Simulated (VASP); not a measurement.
Here is the system:

```
CELL_PARAMETERS angstrom
      3.28586     0.00000     0.00000
     -1.64293     2.80359     0.00000
      0.00000     0.00000     3.78792
ATOMIC_POSITIONS crystal
  Tm 0.00000 0.00000 0.00000
  B  0.33333 0.66667 0.50000
  B  0.66667 0.33333 0.50000
```

Level of theory: PBEsol GGA, VASP's PBE PAW potentials (set 64) (plane waves; VASP). Run with 600 eV cut-off, 10×10×8 Γ-centred mesh, first-order Methfessel-Paxton smearing of 0.10 eV, potentials Tm_3 B.

The 4f electrons are frozen in the core of the lanthanide potential, so 4f levels, which can set the real gap, and their magnetism are missing.

Q: Give the force on each atom (eV/Å).

A: 
```csv
atom,Fx,Fy,Fz
Tm1,0.000,0.000,0.000
B2,0.000,0.075,0.000
B3,0.000,-0.075,0.000
```

Q: Give the stress tensor in GPa (positive for a compressed cell).

A: 
```
-7.23   0.00   0.00
 0.00  -1.68   0.00
 0.00   0.00  -6.34
```
The pressure is its mean diagonal, -5.09 GPa.

The structure comes from a computed database's TmB2 entry (P6/mmm); how it stands against other phases isn't given here. This cell was strained or had an atom moved on purpose. The electron count is odd and the run is not spin-polarised, which forces a metal.
